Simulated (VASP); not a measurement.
These are r2SCAN meta-GGA, VASP's PBE PAW potentials (set 64) (plane waves; VASP) values and carry that method's errors.

VASP ran on this input.

**KPOINTS**
```
Automatic mesh
0
Gamma
6 6 1
0 0 0
```

**INCAR**
```
PREC  =  Normal
LMAXMIX  =  4   # l cut-off of mixed one-centre charges
LVHAR  =  .TRUE.
LASPH  =  .TRUE.
LDIPOL  =  .TRUE.
LREAL  =  .FALSE.
LWAVE  =  .FALSE.
SYSTEM  =  Ba(100) slab
SIGMA  =  0.1   # width (eV)
NELM  =  100   # most electronic steps
NELMIN  =  4
IDIPOL  =  3
ENCUT  =  400   # plane-wave cut-off (eV)
LMIXTAU  =  .TRUE.
LCHARG  =  .FALSE.
LORBIT  =  11   # lm-projected
METAGGA  =  R2SCAN
ISMEAR  =  1   # Methfessel-Paxton
DIPOL  =  0.5 0.5 0.5
EDIFF  =  1E-6   # SCF stop (eV)
ALGO  =  Normal   # blocked Davidson
```

POSCAR:
```
Ba(100) slab
1
    5.0798288060     0.0000000000     0.0000000000
    0.0000000000     5.0798288060     0.0000000000
    0.0000000000     0.0000000000    25.3384289447
Ba
4
Direct
  0.5000000000   0.0000000000   0.3500070366
  0.0000000000   0.5000000000   0.4546321921
  0.5000000000   0.0000000000   0.5453678079
  0.0000000000   0.5000000000   0.6499929634
```

POTCAR, in this order: Ba_sv (PBE.64 set). Program: vasp_std. Read from the step before: WAVECAR.

Output of the run:

File OSZICAR:
```
       N       E                     dE             d eps       ncg     rms          rms(c)
DAV:   1    -0.104657452898E+03   -0.10466E+03   -0.36763E-06   344   0.972E-03    0.456E-04
DAV:   2    -0.104657452825E+03    0.73329E-07   -0.86971E-07   408   0.411E-03    0.247E-04
DAV:   3    -0.104657453064E+03   -0.23880E-06   -0.18796E-07   304   0.259E-03    0.136E-04
DAV:   4    -0.104657452704E+03    0.35956E-06   -0.11626E-07   280   0.228E-03
   1 F= -.10465745E+03 E0= -.10465620E+03  d E =-.375761E-02
```

OUTCAR:
```
------------------------ aborting loop because EDIFF is reached ----------------------------------------
  FORCE on cell =-STRESS in cart. coord.  units (eV):
  Direction    XX          YY          ZZ          XY          YZ          ZX
  --------------------------------------------------------------------------------------
  Total       -1.1176032     -1.1176032     -0.1789077      0.0000000      0.0000000      0.0000000
  in kB       -2.7385481     -2.7385481     -0.4383910      0.0000000      0.0000000      0.0000000
  external PRESSURE =      -1.9718291 kB  Pullay stress =       0.0000000 kB
  volume of cell :      653.85
      direct lattice vectors                 reciprocal lattice vectors
     5.079828806  0.000000000  0.000000000     0.196857028  0.000000000  0.000000000
     0.000000000  5.079828806  0.000000000     0.000000000  0.196857028  0.000000000
     0.000000000  0.000000000 25.338428945     0.000000000  0.000000000  0.039465746
 POSITION                                       TOTAL-FORCE (eV/Angst)
 -----------------------------------------------------------------------------------
      2.53991      0.00000      8.86863        -0.000000      0.000000      0.021640
      0.00000      2.53991     11.51967        -0.000000      0.000000     -0.004693
      2.53991      0.00000     13.81876         0.000000     -0.000000      0.004693
      0.00000      2.53991     16.46980         0.000000      0.000000     -0.021640
 -----------------------------------------------------------------------------------
    total drift:                                0.000000      0.000000      0.000000
  FREE ENERGIE OF THE ION-ELECTRON SYSTEM (eV)
  ---------------------------------------------------
  free  energy   TOTEN  =      -104.6574527042 eV

  energy  without entropy=     -104.6536950933  energy(sigma->0) =     -104.65620017

 total charge

# of ion       s       p       d       tot
------------------------------------------
    1        2.070   5.577   0.192   7.839
    2        2.065   5.566   0.269   7.901
    3        2.065   5.566   0.269   7.901
    4        2.070   5.577   0.192   7.839
--------------------------------------------------
tot          8.269  22.286   0.923  31.479
```
(Selected blocks of OUTCAR.)

The cell is a thin slab with vacuum, built from Ba (bcc): (100) face.
